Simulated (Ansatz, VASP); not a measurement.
**GaAsHCl (Cl-GaAs-Cl chair under H-GaAs-H chair, AB) in two plane-wave programs**

One calculation is typed for both programs; each brings its own data sets. How far apart do they land? The structure shown is the start of the Ansatz relaxation below; VASP solves that cell, so the two are compared at the walk's first step.

Calculated with Ansatz 0.2.0; plane waves, with VASP 6.6.1 beside it; single point at PBE with D3(BJ).

## Step 1: The structure

The cell holds 8 atoms: 2 Cl, 2 As, 2 Ga and 2 H. Cell: a = 3.977 Å, b = 3.976 Å, c = 54.587 Å, α = 90.0°, β = 90.0°, γ = 120.0°. Vacuum lies along c.

## Step 2: Ansatz: relaxation, PBE with D3(BJ)

Ansatz runs on its default PAW (the set named soft_2) files.

The two programs are compared at the cell with which this relaxation starts, whose forces are those of its first step.

The input, input.yaml:

```yaml
crystal:
  lattice:
    - [3.9765, 0.0, 0.0]
    - [-1.98825, 3.4437500181, 0.0]
    - [0.0, 0.0, 54.586666664]
  atoms:
    - { symbol: Cl, position: [0.6666666667, 0.3333333333, 0.3920371275] }
    - { symbol: As, position: [0.6666666667, 0.3333333333, 0.4325232047] }
    - { symbol: Ga, position: [0.3333333333, 0.6666666667, 0.4472398632] }
    - { symbol: Cl, position: [0.3333333333, 0.6666666667, 0.4882755252] }
    - { symbol: H, position: [0.0, 0.0, 0.5377381534] }
    - { symbol: As, position: [0.0, 0.0, 0.5652173913] }
    - { symbol: Ga, position: [0.6666666667, 0.3333333333, 0.5799340498] }
    - { symbol: H, position: [0.6666666667, 0.3333333333, 0.6079628725] }
  periodic: [true, true, false]
kpoints:
  mp_grid: { grid: [12, 12, 1] }
hamiltonian:
  xc: pbe
  dispersion: d3bj
scf:
  occupations: { method: fermi_dirac, width: 0.05 }
  convergence: { dr2_threshold: 1.0e-09 }
relax:
  f_tol: 0.004
  max_steps: 90
  cell: {}
output:
  write_potential: true
  write_density: true
  volumetric_format: npy
```

The run is started by

```
ansatz run input.yaml --threads 4 --pin off --max-ram 6144MiB --backend cpu --events-out ev --progress --plain --runs-dir out
```

Numbers of over 12 decimals in the logs are rounded to 6 here.

The program printed:

```text
Warning: relax.cell: scf.convergence.dr2_threshold = 1e-9 eV is looser than the 1.68542103317e-10 eV advised for a relaxation that steers and ends on the stress (1e-10 eV for each atom of the cell: 8, times the square of relax.cell.stress_2d_tol = 0.05 N/m over 21.8 Å (the atoms' height at the walk's start and 5 Å past either face), 2.295e-2 GPa, over a crystal's default 0.05). What an SCF threshold leaves in a stress goes as its square root, and in the free energy as the threshold itself, and one threshold admits the most on a small cell: [figures from the program's tests cut] Set scf.convergence.dr2_threshold to 1.68542103317e-10 eV or tighter. [rest of the remark cut]
Engine: ansatz 0.2.0, aarch64-unknown-linux-gnu
Pseudopotentials: kind: paw
Pseudopotential: Cl, paw, valence charge 7, recommended cutoff 420 eV (normal), Cl.paw.azcp
Pseudopotential: As, paw, valence charge 15, recommended cutoff 420 eV (normal), As.paw.azcp
Pseudopotential: Ga, paw, valence charge 13, recommended cutoff 420 eV (normal), Ga.paw.azcp
Pseudopotential: H, paw, valence charge 1, recommended cutoff 420 eV (normal), H.paw.azcp
Functional definition: PBE
  parameter kappa = 0.804
  parameter beta = 0.066725
  exchange = pbe_x(kappa = kappa, mu = beta*pi^2/3)
  correlation = pbe_c(beta = beta)
Crystal: 8 atoms, lattice volume = 747.514 Å³
Basis set: ecut = 420 eV, 14775 PW (Γ), exchange–correlation on 54×54×750 points (8 copies of the dense FFT grid, shifted against one another)
Bands: 44, of which v1, the nominal top of the filled ones, is band 36 counted from 1 (35 counted from 0)
Symmetry: 6 space group operations
Space group: P3m1 (ITA 156), of the structure as read, at distance tolerance 9.1e-5 Å
k-points: 19 of 144 (time reversal used)
Non-local potential: Cl, projectors of the file, l = 0: 2, l = 1: 2, l = 2: 2
Non-local potential: As, projectors of the file, l = 0: 2, l = 1: 2, l = 2: 3, l = 3: 1
Non-local potential: Ga, projectors of the file, l = 0: 2, l = 1: 2, l = 2: 3, l = 3: 1
Non-local potential: H, projectors of the file, l = 0: 2, l = 1: 1
PAW form: soft (Blöchl's): semilocal exchange-correlation on the pseudo side does not see the compensation charge
PAW one-centre angular grid: Cl, 110 points (default); XC on 64 Gauss nodes
PAW one-centre angular grid: As, 590 points (default); XC on 64 Gauss nodes
PAW one-centre angular grid: Ga, 590 points (default); XC on 64 Gauss nodes
PAW one-centre angular grid: H, 110 points (default); XC on 64 Gauss nodes
Initial density: superposition of atomic densities (neutral atoms: chi_scale 0, normalization atom), corrected by the library's trained network
Initial wavefunctions: pseudopotential atomic-orbital guess
Functional: x = pbe(κ = 0.804, μ = 0.219515), c = pbe(β = 0.066725)
SCF iter   1: F=—  HF=-19472.642078 eV  |F-HF|=—  |Δ(HF+E_count)|=         —  Δρ=1.22e-3  dr2=2.40e-1  ethr=1.77e-3  ⟨swp⟩=11.4  Hψ=4560  notcnv=0  defer=11
preconditioner: auto → Resta (q_TF=auto, 1.847 Å⁻¹)  ε∞=1.5  [insulator: Δε(μ)=0.989 eV  Ē_g=13.380 eV  σ=0.050 eV  W_gap=1.00  n_scr=62 (ndim 8)  ℏωp=9.8 eV  f_vac=0.746  D(μ)=0.00/eV (n_scr^D=0)  ε∞_Penn≈1.5  vacuum switching on, ρ_ref=1.3e-2 e/Å³]
SCF iter   2: F=—  HF=-19472.738895 eV  |F-HF|=—  |Δ(HF+E_count)|=   9.68e-2  Δρ=4.20e-3  dr2=4.97e0  ethr=3.34e-4  ⟨swp⟩=4.9  Hψ=1539  notcnv=0  defer=45  recentre
preconditioner: auto → LDOS  [metal: Δε(μ)=0.048 eV  Ē_g=13.217 eV  σ=0.050 eV  W_gap=0.23  n_scr=62 (ndim 8)  ℏωp=9.8 eV  f_vac=0.745  D(μ)=2.09/eV (n_scr^D=12)  β→1.0]
SCF iter   3: F=—  HF=-19472.626581 eV  |F-HF|=—  |Δ(HF+E_count)|=   1.12e-1  Δρ=8.94e-4  dr2=1.80e-1  ethr=3.34e-4  ⟨swp⟩=4.1  Hψ=1445  notcnv=0  defer=30
SCF iter   4: F=—  HF=-19472.604366 eV  |F-HF|=—  |Δ(HF+E_count)|=   2.22e-2  Δρ=7.39e-4  dr2=1.30e-1  ethr=2.51e-4  ⟨swp⟩=3.2  Hψ=1190  notcnv=0  defer=38
SCF iter   5: F=—  HF=-19472.584127 eV  |F-HF|=—  |Δ(HF+E_count)|=   2.02e-2  Δρ=3.16e-4  dr2=1.95e-2  ethr=1.81e-4  ⟨swp⟩=3.9  Hψ=1421  notcnv=0  defer=36
SCF iter   6: F=—  HF=-19472.592934 eV  |F-HF|=—  |Δ(HF+E_count)|=   8.81e-3  Δρ=8.95e-4  dr2=2.39e-1  ethr=2.71e-5  ⟨swp⟩=4.4  Hψ=1417  notcnv=0  defer=34  recentre
SCF iter   7: F=—  HF=-19472.583171 eV  |F-HF|=—  |Δ(HF+E_count)|=   9.76e-3  Δρ=2.42e-4  dr2=1.34e-2  ethr=2.71e-5  ⟨swp⟩=4.1  Hψ=1284  notcnv=0  defer=35
[...]
SCF iter   8: F=-19472.758536 eV  HF=-19472.758535 eV  |F-HF|=1.43e-8  |Δ(HF+E_count)|=   3.37e-7  Δρ=1.10e-7  dr2=2.77e-10  ethr=1.39e-12  ⟨swp⟩=18.8  Hψ=7053  notcnv=0
iter 9 met the thresholds in force, and the SCF goes on: an eigenvalue changes by 1.52 meV, over its tolerance of 1.02 meV (output.eigenvalues, Limitations)
SCF iter   9: F=-19472.758536 eV  HF=-19472.758535 eV  |F-HF|=3.93e-8  |Δ(HF+E_count)|=   2.54e-8  Δρ=5.33e-8  dr2=1.37e-11  ethr=1.00e-12  ⟨swp⟩=8.4  Hψ=4596  notcnv=0
Mixer restart at iter 9: flushing history
SCF iter  10: F=-19472.758536 eV  HF=-19472.758536 eV  |F-HF|=1.78e-10  |Δ(HF+E_count)|=   3.94e-8  Δρ=5.60e-8  dr2=4.55e-10  ethr=1.00e-12  ⟨swp⟩=8.1  Hψ=4589  notcnv=0
SCF 8 converged in 10 iterations: F = -19472.758536 eV  dr2 = 4.55e-10
relax step   8: F+E_penalty+E_count = -19472.75853550 eV  Δ(F+E_penalty+E_count) = -2.976e-3 eV  max|allowed force component| = 1.217e-3 eV/Å  Δτ_max = 0.0000 Å  P = +0.013 N/m  Ω = 789.685 Å³  fix = [c, alpha, beta]  reactions: c +0.000 N/m  stress off target by 1.31e-2 N/m on what of the cell is left free  SCF on the basis re-selected at this cell (its energy is not comparable with the rows above)  (10 SCF iters)
basis re-selected at this cell: Δ(F+E_penalty+E_count) = -2.976e-3 eV, ΔP = +0.017 N/m vs the last step (what re-selecting the basis moved, of the pressure what is left beyond the Pulay correction that the steps carried, after the strain that the cell walked since its last selection, with what the two solves' SCF thresholds leave and, on support functions, any second-order correction that the steps lacked; it is no measure of the basis error at this ecutwfc). The dense FFT grid was sized anew with the basis: this SCF ran on 30×30×375 points, the steps before it on 27×27×375, so part of this shift can come from that change (see relax.cell in the input reference). [rest of the remark cut]
WARN: The output density's exchange-correlation potential varies sharply where the density is thin. Do not read a vacuum level from v_tot or v_xc, or from such a field of the output density. On a cell that repeats whose density bears no net charge and no dipole along the vacuum's axis use v_es (v_loc + v_h of the components); under efield.dipole_correction with no amplitude use v_es + v_field, which holds any externa [...]
SCF converged after 10 iterations
an eigenvalue changed by more than its tolerance at an iteration that met the thresholds in force, so the SCF went on 2 times, its first undamped step at iteration 9: the last check found none over its tolerance
Free energy (F): -19472.758536 eV
Harris-Foulkes:  -19472.758536 eV  (|F-HF|=1.78e-10)
Internal energy: -19472.753654 eV  (E = F + TS)
E sigma→0 (E₀):  -19472.756095 eV
Entropy (-TS):   -0.004882 eV (-0.610 meV/atom)
Fermi energy:    -5.217398 eV
--- Per-component energies (eV) ---
  E_band       = -1599.429099
  E_kinetic    = 783.199398
  E_local      = -327967.854183  (includes V_loc(G=0)·N_el)
  E_nonlocal   = -430.268362
  E_hartree    = 163454.271157
  E_xc         = -525.958125
  E_vxc        = -537.762005  (∫ρ·V_xc dr)
  E_paw        = -8968.786727  (= ΣΔE_a)
  E_vpaw       = -355.281979  (= ΣTr[D̂ρ^β])
  E_aug_tail   = -0.002324  (compensation charges beyond the density's cutoff)
  E_ewald      = 154183.831983
  E_disp       = -1.186471  (pairwise vdW)
  E_smearing   = -0.004882  (= −TS)
  E_closure    = 0.000000  (closes the sum)
  Σ components = -19472.758536   (vs F -19472.758536, Δ=0.00e0)
--- Forces (eV/Å), atoms counted from 1 ---
  atom   1  Cl    -0.00000000    -0.00000000     0.00038441
  atom   2  As    -0.00000000     0.00000000    -0.00012547
  atom   3  Ga    -0.00000000    -0.00000000     0.00103596
  atom   4  Cl    -0.00000000    -0.00000000    -0.00076728
  atom   5  H     -0.00000000    -0.00000000     0.00107267
  atom   6  As    -0.00000000     0.00000000    -0.00121692
  atom   7  Ga    -0.00000000    -0.00000000     0.00042886
  atom   8  H     -0.00000000    -0.00000000    -0.00080945
  max |Σ_I F_I| component: 2.80e-6 eV/Å
--- 2D stress c σ (N/m, compression-positive) ---
        0.013104       0.000000      -0.000000
        0.000000       0.013104      -0.000000
       -0.000000      -0.000000       0.000000
  P = ½ c Tr σ = 0.0131 N/m
--- Band table (eV; the first three rows and the last of 19) ---
  k-point 0: bands = [... 32 lower, -6.8357, -6.8357, -5.7877, -5.1863, -5.1863, -4.7803, -3.4748, -2.1494, ... 4 higher]
  k-point 1: bands = [... 32 lower, -7.1512, -6.9144, -5.7882, -5.3025, -5.1500, -4.7181, -2.8827, -2.2482, ... 4 higher]
  k-point 2: bands = [... 32 lower, -7.3918, -7.0979, -6.5524, -5.5839, -4.6147, -4.4174, -2.2314, -2.1518, ... 4 higher]
  k-point 18: bands = [... 32 lower, -8.8515, -8.1295, -7.9434, -6.8961, -3.9258, -2.1566, -0.9751, -0.7638, ... 4 higher]
  the weakly bound empty levels are not read free of the cell's end (no_gap_told)
--- Relaxed structure (7 steps of the walk, 7 accepted, 1 SCFs on fresh bases) ---
  F+E_penalty+E_count = -19472.75853550 eV   max|allowed force component| = 1.217e-3 eV/Å   (the final SCF, on the basis selected at the relaxed cell)
  cell:  # Å, volume = 789.6847 Å³
    - [4.087128, 0, 0]
    - [-2.043564, 3.539557, 0]
    - [0, 0, 54.586666664]
  atoms:
    - { symbol: Cl, position: [0.666667, 0.333333, 0.402095] }
    - { symbol: As, position: [0.666667, 0.333333, 0.442162] }
    - { symbol: Ga, position: [0.333333, 0.666667, 0.455445] }
    - { symbol: Cl, position: [0.333333, 0.666667, 0.495130] }
    - { symbol: H, position: [-3.663855581707194e-17, -1.850371707600889e-17, 0.528874] }
    - { symbol: As, position: [-3.621929275812691e-17, -1.8503717076008887e-17, 0.556629] }
    - { symbol: Ga, position: [0.666667, 0.333333, 0.570998] }
    - { symbol: H, position: [0.666667, 0.333333, 0.599596] }
```

Reading the cycles: dr2 is the Hartree energy of the density residual (eV), the measure of convergence; HF is the Harris–Foulkes estimate of the energy, which meets the free energy F at convergence.

(Continued in part 2 of 2.)

[Lines on the potential files, build, host, timing and source positions are cut from VASP's logs without a mark.]

[Logs are printed without paths, hosts, clocks, repeated set-up lines and the standing remarks that a program may print on its own settings, such as how far it seeks lower states.]

[Hosts, paths, dates, database ids (printed as entryN), source tags and the programs' standing remarks are cut or masked in the printed files.]
